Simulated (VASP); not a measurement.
A convergence study with VASP on ScF₃ (space group C2): a few settings are varied, all else stays as given below, so the limit is that of these other settings. The cell's lengths are 1 % over those of the tabulated start and one atom is moved, so it is off equilibrium.

```yaml
crystal:
  lattice:
    - [2.88541, 1.66589, 2.35446]
    - [-2.88541, 1.66589, 2.35446]
    - [0.00000, -3.33178, 2.35446]
  atoms:
    - { symbol: Sc, position: [0.00000, 0.00000, 0.00000] }
    - { symbol: F, position: [0.50000, 0.00193, 0.99807] }
    - { symbol: F, position: [0.99807, 0.50000, 0.00193] }
    - { symbol: F, position: [0.01243, 0.98757, 0.50000] }
```

These are PBEsol GGA, VASP's PBE PAW potentials (set 64) (plane waves; VASP) values and carry that method's errors. The last row used: 900 eV cut-off, 4×4×4 Γ-centred mesh, Gaussian smearing of 0.050 eV, potentials Sc_sv F_h.

Gaps are read on the run's mesh, which can miss a band edge. Energies of different potentials or hybrids have different zeros.

```
setting                        E (eV/atom)  pressure (GPa)  largest force (eV/Å)  gap on the mesh (eV)  plane waves
-----------------------------  -----------  --------------  --------------------  --------------------  -----------
ENCUT = 300, POTCAR Sc_sv F        -7.1959          -60.10                 0.106                 6.062          840
ENCUT = 400, POTCAR Sc_sv F        -7.0817          -11.52                 0.123                 6.019         1245
ENCUT = 520, POTCAR Sc_sv F        -7.0688           -3.55                 0.121                 6.001         1856
ENCUT = 700, POTCAR Sc_sv F        -7.0719           -3.64                 0.122                 6.005         2897
ENCUT = 900, POTCAR Sc_sv F        -7.0718           -3.29                 0.121                 6.005         4224
ENCUT = 300, POTCAR Sc F           -7.1949          -62.31                 0.120                 5.698          840
ENCUT = 400, POTCAR Sc F           -7.0860          -13.76                 0.137                 5.674         1245
ENCUT = 520, POTCAR Sc F           -7.0731           -5.80                 0.135                 5.659         1856
ENCUT = 700, POTCAR Sc F                 …               …                     …                 5.663         2897
ENCUT = 900, POTCAR Sc F           -7.0758           -5.59                 0.135                 5.663         4224
ENCUT = 300, POTCAR Sc_sv F_s      -7.0657           -5.93                 0.122                 5.999          840
ENCUT = 400, POTCAR Sc_sv F_s      -7.0618           -3.42                 0.122                 5.992         1245
ENCUT = 520, POTCAR Sc_sv F_s      -7.0643           -3.45                 0.123                 5.995         1856
ENCUT = 700, POTCAR Sc_sv F_s      -7.0645           -3.19                 0.123                 5.995         2897
ENCUT = 900, POTCAR Sc_sv F_s      -7.0648           -3.16                 0.123                 5.995         4224
ENCUT = 300, POTCAR Sc_sv F_h            …               …                     …                     …          840
ENCUT = 400, POTCAR Sc_sv F_h      -5.4700         -229.05                 0.089                 5.775         1245
ENCUT = 520, POTCAR Sc_sv F_h      -6.7038          -98.23                 0.168                 5.969         1856
ENCUT = 700, POTCAR Sc_sv F_h      -7.0459          -19.75                 0.117                 6.010         2897
ENCUT = 900, POTCAR Sc_sv F_h      -7.0748           -4.04                 0.120                 6.012         4224
```

Question: What belongs in the gaps?

Answer: 
- ENCUT = 700, POTCAR Sc F, E (eV/atom): -7.0759
- ENCUT = 700, POTCAR Sc F, pressure (GPa): -5.91
- ENCUT = 700, POTCAR Sc F, largest force (eV/Å): 0.136
- ENCUT = 300, POTCAR Sc_sv F_h, E (eV/atom): -3.7872
- ENCUT = 300, POTCAR Sc_sv F_h, pressure (GPa): -362.68
- ENCUT = 300, POTCAR Sc_sv F_h, largest force (eV/Å): 0.034
- ENCUT = 300, POTCAR Sc_sv F_h, gap on the mesh (eV): 5.074

Left out are rungs that failed or repeat a setting and relaxations that didn't move; long series are thinned to 24 rows.

The structure comes from a computed database's ScF3 entry (space group no. 155); how it stands against other phases isn't given here. The cell was not relaxed at this level, it is distorted from the ideal structure.
